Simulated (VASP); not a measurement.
```
ZnO
1.0
    5.52086     0.00000     0.00000
    0.00000     5.52086     0.00000
    0.00000     0.00000     3.26137
Zn O
4 4
Cartesian
  1.00344   1.00344   1.63068
  4.51742   4.51742   1.63068
  1.75699   3.76387   3.26137
  3.76387   1.75699   3.26137
  4.51191   1.00895   1.63068
  1.00895   4.51191   1.63068
  1.75148   1.75148   3.26137
  3.76937   3.76937   0.00000
```

The numbers are results of r2SCAN meta-GGA, VASP's PBE PAW potentials (set 64) (plane waves; VASP 6.6.1), not measurements. Run with 520 eV cut-off, 5×5×8 Γ-centred mesh, tetrahedra with Blöchl corrections, potentials Zn O.

### Question
Predict the energy per atom (σ→0), band gap (over mesh and band path) with the smallest direct gap where there is one.

### Answer

| Item | Result |
|---|---|
| band gap (over mesh and band path) | 1.20 eV |
| smallest direct gap (over mesh and band path) | 1.20 eV |
| energy per atom (σ→0) | -9.047 eV/atom |

Total energies compare only between runs with the same potentials, cut-off and functional.

The structure comes from a computed database's ZnO entry (P4_2/mnm); how it stands against other phases isn't given here. It was relaxed first.
